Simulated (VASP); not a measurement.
Input for VASP

POSCAR:
```
SiC
1
    0.0000000000     2.1384815351     2.1384815351
    2.1384815351     0.0000000000     2.1384815351
    2.1384815351     2.1384815351     0.0000000000
Si C
1 1
Direct
  0.0000000000   0.0000000000   0.0000000000
  0.2500000000   0.2500000000   0.2500000000
```

### INCAR
```
SYSTEM = SiC
PREC = Accurate; ENCUT = 520; LREAL = F
LASPH = T
EDIFF = 1E-7; NELM = 100; ALGO = Normal
ISMEAR = 0; SIGMA = 0.05
GGA = PE; IVDW = 11
ISIF = 2
LWAVE = F; LCHARG = F
```

### KPOINTS
```
K-points
0
G
10 10 10
```

POTCAR, in this order: Si C (PBE.64 set). Program: vasp_std.

Task: Translate this PBE-D3 (zero damping) calculation to Quantum ESPRESSO's pw.x.

Result: One equivalent input (not run):
```
&CONTROL
  calculation = 'scf'
  pseudo_dir = './pseudo'
  outdir = './out'
  tprnfor = .true.
  tstress = .true.
/
&SYSTEM
  ibrav = 0
  nat = 2
  ntyp = 2
  ecutwfc = 82
  occupations = 'smearing'
  smearing = 'gaussian'
  degauss = 0.003675
  input_dft = 'pbe'
  vdw_corr = 'grimme-d3'
  dftd3_version = 3
  dftd3_threebody = .false.
/
&ELECTRONS
  conv_thr = 7.3e-09
  electron_maxstep = 100
/
ATOMIC_SPECIES
  Si 28.085 Si.upf
  C 12.011 C.upf
CELL_PARAMETERS angstrom
     0.0000000    2.1384815    2.1384815
     2.1384815    0.0000000    2.1384815
     2.1384815    2.1384815    0.0000000
ATOMIC_POSITIONS crystal
  Si   0.0000000  0.0000000  0.0000000
  C    0.2500000  0.2500000  0.2500000
K_POINTS automatic
  10 10 10 0 0 0
```
What does not carry over: the potentials are each code's own (VASP's PAW set, PseudoDojo norm-conserving files in pw.x), so ENCUT and ecutwfc are chosen apart and not converted; conv_thr bounds pw.x's estimated SCF error, while EDIFF bounds the energy change between steps.

The compound is SiC in the zinc blende structure. This cell is one point of a volume scan, at 0.94 of the reference volume.
